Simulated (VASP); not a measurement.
Runs of VASP 6.6.1 on SiB2. The structure is hexagonal, space group P6/mmm (No. 191). The conventional cell has a = 2.950 Å, b = 2.950 Å, c = 3.457 Å, α = 90.00°, β = 90.00°, γ = 120.00°. Si (site symmetry 6/mmm) is surrounded by 12 B at 2.43 Å. B (site symmetry -6m2) is surrounded by 3 B at 1.70 Å. The cell was built by a generator and needn't be a form met in nature.

| task | cell | k mesh | cutoff (eV) | mesh quality | gap on the mesh (eV) | pressure (GPa) | relaxed volume (Å³/atom) |
| --- | --- | --- | --- | --- | --- | --- | --- |
| single point | P6/mmm, 8.69 Å³/atom | 18 × 18 × 14 | 520 | not flagged | none | 0.0 | - |
| single point | P6/mmm, 8.72 Å³/atom | 6 × 6 × 6 | 520 | coarse | none | -0.1 | - |
| relaxation of cell and atoms | relaxed | 6 × 6 × 6 | 600 | coarse | none | -0.4 | 8.74 |
| relaxation of cell and atoms | relaxed | 18 × 18 × 14 | 600 | not flagged | none | 0.0 | (a) |

Alike in all rows: level PBE+D3(BJ); potentials or basis VASP PAW PBE potentials, release 64 (Si, B); no spin polarisation; smearing gaussian 0.1 eV.

Question: Fill in the values left out.

Answer: (a) 8.69.

Caveats: some runs use coarse meshes; pairwise dispersion overbinds metals, which lowers pressure and volume (some runs); the volume moved by over 15 % at a fixed basis, so the end points are rough (some runs).

A gap of «none» marks a metal or a gap under the smearing width.
